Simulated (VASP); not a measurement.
An input for Quantum ESPRESSO's pw.x (written as the equivalent of a VASP run, and not itself run):

```
&CONTROL
  calculation = 'vc-relax'
  pseudo_dir = './pseudo'
  outdir = './out'
  tprnfor = .true.
  tstress = .true.
  nstep = 60
  forc_conv_thr = 0.00039
/
&SYSTEM
  ibrav = 0
  nat = 1
  ntyp = 1
  ecutwfc = 68
  occupations = 'smearing'
  smearing = 'methfessel-paxton'
  degauss = 0.00735
  input_dft = 'pbe'
  vdw_corr = 'grimme-d3'
  dftd3_version = 3
  dftd3_threebody = .false.
/
&ELECTRONS
  conv_thr = 7.3e-08
  electron_maxstep = 100
/
&IONS
/
&CELL
/
ATOMIC_SPECIES
  Ir 192.217 Ir.upf
CELL_PARAMETERS angstrom
     0.0000000    1.9200000    1.9200000
     1.9200000    0.0000000    1.9200000
     1.9200000    1.9200000    0.0000000
ATOMIC_POSITIONS crystal
  Ir   0.0000000  0.0000000  0.0000000
K_POINTS automatic
  15 15 15 0 0 0
```

### Question
Write the VASP files for the same calculation (PBE-D3 (zero damping)).

### Answer
Several could match; the one computed here: 
POSCAR:
```
Ir
1.0
  0.0000000000   1.9200000000   1.9200000000
  1.9200000000   0.0000000000   1.9200000000
  1.9200000000   1.9200000000   0.0000000000
Ir
1
Cartesian
  0.0000000000   0.0000000000   0.0000000000
```

**INCAR**
```
SYSTEM = Ir
PREC = Accurate
ENCUT = 520
EDIFF = 1E-6
NELM = 100
ALGO = Normal
LREAL = .FALSE.
LASPH = .TRUE.
ISMEAR = 1
SIGMA = 0.1
GGA = PE
IVDW = 11
LMAXMIX = 6
LWAVE = .FALSE.
LCHARG = .FALSE.
IBRION = 2
ISIF = 3
NSW = 60
EDIFFG = -0.01
```

**KPOINTS**
```
Automatic mesh
0
Gamma
15 15 15
0 0 0
```

POTCAR, in this order: Ir (PBE.64 set). Program: vasp_std.

What does not carry over: the potentials are each code's own (VASP's PAW set, PseudoDojo norm-conserving files in pw.x), so ENCUT and ecutwfc are chosen apart and not converted; conv_thr bounds pw.x's estimated SCF error, while EDIFF bounds the energy change between steps; forc_conv_thr acts on force components and is met together with etot_conv_thr.

The compound is Ir in the fcc structure. This run relaxes it. Symmetry was kept, so distortions that lower it aren't found.
